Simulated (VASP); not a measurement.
Rb3SI, 5 atoms in the cell. It takes space group Pm-3m (No. 221, cubic). The conventional cell has a = 6.720 Å, b = 6.720 Å, c = 6.720 Å, α = 90.00°, β = 90.00°, γ = 90.00°. Around S (site symmetry m-3m) lie 6 Rb at 3.36 Å. Rb (site symmetry 4/mmm) is surrounded by 2 S at 3.36 Å. The cell comes from a database or a generator and needn't be the stable form of this composition.

| Quantity | Value |
| --- | --- |
| Program | VASP 6.6.1 |
| Task | single point |
| Functional | PBEsol |
| Potentials or basis | VASP PAW PBE potentials, release 64 (I, S, Rb_sv) |
| Cutoff | 520 eV |
| k mesh | 4 × 4 × 4 |
| Occupations | gaussian, width 0.05 eV |
| Spin | no spin polarisation |
| Dipole correction | no |
| Further INCAR settings | ALGO = Fast; EDIFF = 1e-07; NBANDS = 28 |

Potentials or basis: VASP PAW PBE potentials, release 64 (I, S, Rb_sv).

Launch:

```bash
$ cat potpaw_PBE.64/I/POTCAR potpaw_PBE.64/S/POTCAR potpaw_PBE.64/Rb_sv/POTCAR > POTCAR
$ mpirun -np 1 vasp_std > vasp.out
```

Hardware: 1 thread of Intel(R) Xeon(R) Platinum 8559C (Emerald Rapids) (shared host).

Question: How long does it take, and how much memory?

Answer: Run time: 110 s on 1 thread of Intel(R) Xeon(R) Platinum 8559C (Emerald Rapids) (shared host), peak memory 0.38 GiB. Counts: scf iterations 27, k points 10.
